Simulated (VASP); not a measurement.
An input for Ansatz (written as the equivalent of a VASP run, and not itself run):

Ansatz 0.2 input:
```yaml
crystal:
  lattice:
    - [3.0870000, 0.0000000, 0.0000000]
    - [0.0000000, 3.0870000, 0.0000000]
    - [0.0000000, 0.0000000, 3.0870000]
  atoms:
    - { symbol: Zn, position: [0.4868120, 0.4968190, 0.4961740] }
    - { symbol: Au, position: [0.0131880, 0.0031810, 0.0038260] }
kpoints:
  mp_grid: { grid: [8, 8, 8] }
hamiltonian:
  xc: pbe
  pseudopotentials: { kind: paw }
scf:
  occupations: { method: gaussian, width: 0.2 }
  max_iter: 100
output: { forces: true, stress: true, eigenvalues: true }
```

Task: Write the VASP files for the same calculation (PBE).

Result: One answer among several that fit: 
File POSCAR:
```
AuZn
1.0
  3.0870000000   0.0000000000   0.0000000000
  0.0000000000   3.0870000000   0.0000000000
  0.0000000000   0.0000000000   3.0870000000
Zn Au
1 1
Cartesian
  1.5027886440   1.5336802530   1.5316891380
  0.0407113560   0.0098197470   0.0118108620
```

INCAR:
```
ALGO = Normal
EDIFF = 1E-6
ENCUT = 300
GGA = PE
ISIF = 2
ISMEAR = 0
LASPH = T
LCHARG = F
LMAXMIX = 6
LREAL = F
LWAVE = F
NELM = 100
PREC = Accurate
SIGMA = 0.2
SYSTEM = AuZn
```

**KPOINTS**
```
Automatic mesh
0
Gamma
8 8 8
0 0 0
```

POTCAR, in this order: Zn Au (PBE.64 set). Program: vasp_std.

The two are equivalent in intent, not identical: each code has its own PAW files, so the cut-off isn't converted (ENCUT is set for VASP's; basis.ecutwfc is left out, and Ansatz then takes the one that its files recommend); Ansatz stops its SCF on the density residual and VASP on the energy change (EDIFF).

The structure is a typed AuZn crystal. The cell was not relaxed at this level, atoms are displaced from their ideal sites.
